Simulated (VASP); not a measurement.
Computed with PBE GGA, VASP's PBE PAW potentials (set 64) (plane waves; VASP).

The input files of a VASP run:

File KPOINTS:
```
Regular mesh
0
Gamma
8 8 8
0 0 0
```

INCAR:
```
SYSTEM=Al3Sc
PREC=Accurate; ENCUT=500; LREAL=.FALSE.
LASPH=.TRUE.
EDIFF=1E-6; NELM=100; ALGO=Normal
LMAXMIX=4
ISMEAR=1; SIGMA=0.1
GGA=PE
IBRION=2; NSW=40; ISIF=3
EDIFFG=-0.02; PSTRESS=100
LWAVE=.FALSE.; LCHARG=.FALSE.
```

File POSCAR:
```
Al3Sc
1.0
  4.0356554927   0.0000000000   0.0000000000
  0.0000000000   4.0356554927   0.0000000000
  0.0000000000   0.0000000000   4.0356554927
Sc Al
1 3
Cart
  0.0000000000   0.0000000000   0.0000000000
  0.0000000000   2.0178277464   2.0178277464
  2.0178277464   0.0000000000   2.0178277464
  2.0178277464   2.0178277464   0.0000000000
```

POTCAR, in this order: Sc_sv Al (PBE.64 set). Program: vasp_std.

Output of the run:

OSZICAR:
```
       N       E                     dE             d eps       ncg     rms          rms(c)
DAV:   1     0.112051865755E+03    0.11205E+03   -0.82886E+03   980   0.126E+03
DAV:   2    -0.123439368749E+02   -0.12440E+03   -0.12263E+03   992   0.358E+02
DAV:   3    -0.200717437832E+02   -0.77278E+01   -0.74643E+01  1558   0.726E+01
DAV:   4    -0.201962377718E+02   -0.12449E+00   -0.12427E+00  1422   0.883E+00
DAV:   5    -0.201978112582E+02   -0.15735E-02   -0.15731E-02  1398   0.110E+00    0.952E+00
DAV:   6    -0.193179240486E+02    0.87989E+00   -0.44876E+00  1618   0.253E+01    0.350E+00
DAV:   7    -0.192678360978E+02    0.50088E-01   -0.84969E-02  1188   0.255E+00    0.197E+00
DAV:   8    -0.192450293531E+02    0.22807E-01   -0.35816E-02  1462   0.162E+00    0.215E-01
DAV:   9    -0.192447567072E+02    0.27265E-03   -0.30622E-03  1232   0.426E-01    0.886E-02
DAV:  10    -0.192447028755E+02    0.53832E-04   -0.23657E-04  1554   0.157E-01    0.767E-02
DAV:  11    -0.192447057563E+02   -0.28808E-05   -0.18260E-05  1252   0.312E-02    0.458E-02
DAV:  12    -0.192446937546E+02    0.12002E-04   -0.40425E-05  1166   0.318E-02    0.554E-03
DAV:  13    -0.192446939571E+02   -0.20252E-06   -0.16881E-06  1062   0.101E-02
   1 F= -.15142354E+02 E0= -.15142006E+02  d E =-.151424E+02
       N       E                     dE             d eps       ncg     rms          rms(c)
DAV:   1    -0.196167861560E+02   -0.37209E+00   -0.18789E+01  1142   0.706E+01    0.672E+00
DAV:   2    -0.190114588168E+02    0.60533E+00   -0.26651E+00  1360   0.243E+01    0.139E+00
DAV:   3    -0.189775097500E+02    0.33949E-01   -0.60872E-02  1386   0.259E+00    0.708E-01
DAV:   4    -0.189660550666E+02    0.11455E-01   -0.32821E-02  1252   0.157E+00    0.288E-01
DAV:   5    -0.189660452331E+02    0.98335E-05   -0.46790E-03  1626   0.752E-01    0.153E-01
DAV:   6    -0.189658743330E+02    0.17090E-03   -0.12817E-03  1514   0.366E-01    0.355E-02
DAV:   7    -0.189658838535E+02   -0.95205E-05   -0.12096E-04  1578   0.139E-01    0.183E-02
DAV:   8    -0.189658723327E+02    0.11521E-04   -0.76015E-05  1614   0.992E-02    0.350E-03
DAV:   9    -0.189658722296E+02    0.10308E-06   -0.10992E-06   700   0.136E-02
   2 F= -.15160664E+02 E0= -.15160232E+02  d E =-.183100E-01
       N       E                     dE             d eps       ncg     rms          rms(c)
DAV:   1    -0.192487832751E+02   -0.28291E+00   -0.36521E+00  1172   0.306E+01    0.310E+00
DAV:   2    -0.191294646949E+02    0.11932E+00   -0.92350E-01  1492   0.135E+01    0.541E-01
DAV:   3    -0.191202051130E+02    0.92596E-02   -0.32337E-02  1472   0.152E+00    0.336E-01
DAV:   4    -0.191175115262E+02    0.26936E-02   -0.74879E-03  1344   0.781E-01    0.127E-01
DAV:   5    -0.191174724305E+02    0.39096E-04   -0.96272E-04  1608   0.368E-01    0.564E-02
DAV:   6    -0.191174296787E+02    0.42752E-04   -0.23516E-04  1546   0.162E-01    0.149E-02
DAV:   7    -0.191174295079E+02    0.17089E-06   -0.31592E-06   974   0.133E-02
   3 F= -.15186943E+02 E0= -.15186524E+02  d E =-.445894E-01
```

### OUTCAR
```
------------------------ aborting loop because EDIFF is reached ----------------------------------------
  FORCE on cell =-STRESS in cart. coord.  units (eV):
  Direction    XX          YY          ZZ          XY          YZ          ZX
  --------------------------------------------------------------------------------------
  Total        3.9227203      3.9227203      3.9227203     -0.0000000     -0.0000000      0.0000000
  in kB       99.8024163     99.8024163     99.8024163     -0.0000000     -0.0000000      0.0000000
  external PRESSURE =      -0.1975837 kB  Pullay stress =     100.0000000 kB
  volume of cell :       62.97
      direct lattice vectors                 reciprocal lattice vectors
     3.978496291  0.000000000  0.000000000     0.251351246  0.000000000  0.000000000
     0.000000000  3.978496291 -0.000000000     0.000000000  0.251351246  0.000000000
     0.000000000  0.000000000  3.978496291    -0.000000000  0.000000000  0.251351246
 POSITION                                       TOTAL-FORCE (eV/Angst)
 -----------------------------------------------------------------------------------
      0.00000      0.00000      0.00000         0.000000      0.000000      0.000000
      0.00000      1.98925      1.98925         0.000000      0.000000      0.000000
      1.98925      0.00000      1.98925         0.000000      0.000000      0.000000
      1.98925      1.98925      0.00000         0.000000      0.000000      0.000000
 -----------------------------------------------------------------------------------
    total drift:                               -0.000000     -0.000000      0.000000
  FREE ENERGIE OF THE ION-ELECTRON SYSTEM (eV)
  ---------------------------------------------------
  free  energy   TOTEN  =       -19.1174295079 eV

  energy  without entropy=      -19.1161709678  energy(sigma->0) =      -19.11700999
  enthalpy is  TOTEN    =       -15.1869431785 eV   P V=        3.9304863294

 reached required accuracy - stopping structural energy minimisation
```
(Selected blocks of OUTCAR.)

### CONTCAR
```
Al3Sc
   1.00000000000000
     3.9784962907750745    0.0000000000000000    0.0000000000000000
     0.0000000000000000    3.9784962907750745   -0.0000000000000000
     0.0000000000000000    0.0000000000000000    3.9784962907750745
  Sc              Al
     1     3
Direct
     0.0000000000000000    0.0000000000000000    0.0000000000000000
     0.0000000000000000    0.5000000000000000    0.5000000000000000
     0.5000000000000000    0.0000000000000000    0.5000000000000000
     0.5000000000000000    0.5000000000000000    0.0000000000000000
```

Energy and stress use the plane-wave basis of the starting cell.

The compound is Al3Sc in the L1_2 structure. This run relaxes it under an external pressure of 10 GPa. Symmetry was kept, so distortions that lower it aren't found.
